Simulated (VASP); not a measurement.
```
AlTi
1.0
    2.83000     0.00000     0.00000
    0.00000     2.83000     0.00000
    0.00000     0.00000     4.07000
Ti Al
1 1
Cartesian
  0.00000   0.00000   0.00000
  1.41500   1.41500   2.03500
```

The base run (VASP): PBE GGA, plane waves, VASP's PBE PAW potentials (set 64). Settings: 400 eV cut-off, 12×12×8 Γ-centred mesh, first-order Methfessel-Paxton smearing of 0.10 eV, potentials Ti_sv Al.

One setting is varied; ΔE counts from the base run. The base run took about 30 core-seconds. The timings are rough (shared machines, no repeats); factors under 2 mean little.

```tsv
setting	cost over the base run	electronic steps	ΔE (meV/atom)
base run	reference	13	0.0
AMIX = 1.0, BMIX = 3.0, IMIX = 4	within a factor of 2	14	0.0
AMIX = 0.1, BMIX = 0.0001, IMIX = 4	within a factor of 2	15	0.0
AMIX = 0.05, BMIX = 0.0001, IMIX = 4	within a factor of 2	17	0.0
AMIX = 0.2, BMIX = 3.0, IMIX = 1	…	…	0.0
```

Task: Complete the blanks.

Result: 
- AMIX = 0.2, BMIX = 3.0, IMIX = 1, cost over the base run: about 4 times
- AMIX = 0.2, BMIX = 3.0, IMIX = 1, electronic steps: 53

Left out are runs that failed, have no time on record or changed the cell.

The compound is TiAl in the L1_0 structure. The cell was not relaxed at this level.
